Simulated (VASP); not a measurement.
# LaP (relaxed from the zinc blende structure, space group F-43m): computed properties

Method: PBE GGA, VASP's PBE PAW potentials (set 64) (plane waves; VASP 6.6.1).

| Property | Result |
|---|---|
| space group | F-43m (216) |
| cell | a = b = c = 6.6217 Å, α = β = γ = 90.00° |
| volume per atom | 36.29 Å^3/atom |
| band gap (over mesh and band path) | 1.52 eV |
| smallest direct gap (over mesh and band path) | 1.52 eV |
| band-edge character | direct, W to W |
| density | 3.89 g/cm³ |

```cif
data_LaP
_chemical_formula_sum 'La1 P1'
_space_group_name_H-M_alt 'P 1'
_space_group_IT_number 1
_cell_length_a 4.68227
_cell_length_b 4.68227
_cell_length_c 4.68227
_cell_angle_alpha 60.000
_cell_angle_beta 60.000
_cell_angle_gamma 60.000
loop_
_space_group_symop_operation_xyz
  'x, y, z'
loop_
_atom_site_label
_atom_site_type_symbol
_atom_site_fract_x
_atom_site_fract_y
_atom_site_fract_z
_atom_site_occupancy
La1 La 0.00000 0.00000 0.00000 1
P1 P 0.25000 0.25000 0.25000 1
```

The structure was generated: LaP was put into the zinc blende type (F-43m), which need not be its known phase. It was relaxed first, which changed the volume by -24 %. Symmetry was kept, so distortions that lower it aren't found.
